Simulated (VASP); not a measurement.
A convergence study with VASP on Ge (diamond): one setting is varied, all else stays as given below, so the limit is that of these other settings.

```
Ge
1.0
    0.00000     2.82900     2.82900
    2.82900     0.00000     2.82900
    2.82900     2.82900     0.00000
Ge
2
Cartesian
  0.00000   0.00000   0.00000
  1.41450   1.41450   1.41450
```

All values below come from PBEsol GGA, VASP's PBE PAW potentials (set 64) (plane waves; VASP). The tightest run used: 550 eV cut-off, 17×17×17 Γ-centred mesh, Gaussian smearing of 0.050 eV, potentials Ge_d.

The settings run are 1×1×1 mesh; 2×2×2 mesh; 3×3×3 mesh; 4×4×4 mesh; 5×5×5 mesh; 6×6×6 mesh; 8×8×8 mesh; 9×9×9 mesh; 10×10×10 mesh; 11×11×11 mesh; 12×12×12 mesh; 13×13×13 mesh; 14×14×14 mesh; 15×15×15 mesh; 16×16×16 mesh; 17×17×17 mesh. From which on does the stress (every component) stay within 0.1 GPa of the tightest run?

From 6×6×6 mesh on: it is off by 0.06 there and by no more than 0.1 in any finer run, while 5×5×5 mesh is off by 0.23.
```
setting        E (eV/atom)  pressure (GPa)  irreducible k-points  difference judged (GPa)
-------------  -----------  --------------  --------------------  -----------------------
1×1×1 mesh          5.0757           63.60                     1                    63.01
2×2×2 mesh         -3.4365           10.68                     3                    10.10
3×3×3 mesh         -4.5401            3.09                     4                     2.50
4×4×4 mesh         -4.8019            1.33                     8                     0.74
5×5×5 mesh         -4.8836            0.82                    10                     0.23
6×6×6 mesh         -4.9134            0.65                    16                     0.06
8×8×8 mesh         -4.9312            0.58                    29                     0.01
9×9×9 mesh         -4.9339            0.58                    35                     0.01
10×10×10 mesh      -4.9353            0.58                    47                     0.01
11×11×11 mesh      -4.9361            0.58                    56                     0.01
12×12×12 mesh      -4.9365            0.58                    72                     0.00
13×13×13 mesh      -4.9368            0.58                    84                     0.00
14×14×14 mesh      -4.9369            0.59                   104                     0.00
15×15×15 mesh      -4.9370            0.59                   120                     0.00
16×16×16 mesh      -4.9371            0.59                   145                     0.00
17×17×17 mesh      -4.9371            0.59                   165                     0.00
```

Left out are rungs that failed or repeat a setting and relaxations that didn't move; long series are thinned to 24 rows.

The compound is Ge in the diamond structure. The cell was not relaxed at this level.
